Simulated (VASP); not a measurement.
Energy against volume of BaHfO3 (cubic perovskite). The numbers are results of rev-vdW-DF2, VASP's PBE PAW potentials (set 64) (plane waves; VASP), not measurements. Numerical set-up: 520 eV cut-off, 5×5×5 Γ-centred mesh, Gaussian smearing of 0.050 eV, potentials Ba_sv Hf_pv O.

```tsv
V (Å³/atom)	E (eV/atom)
14.147	-7.21376
14.585	-7.22144
15.022	-7.21537
15.460	-7.19758
```

Fit these four points and predict the energy of the run at 13.710 Å³/atom.

A cubic in V^(−2/3), the third-order Birch-Murnaghan form, passes through the four points with V0 = 14.60 Å³/atom and B0 = 167 GPa, and gives -7.1899 eV/atom there. The run gave -7.1897 eV/atom, +0.2 meV/atom from the fit; all five points give B0 = 167 GPa.

The compound is BaHfO3 in the cubic perovskite structure. It was relaxed first.
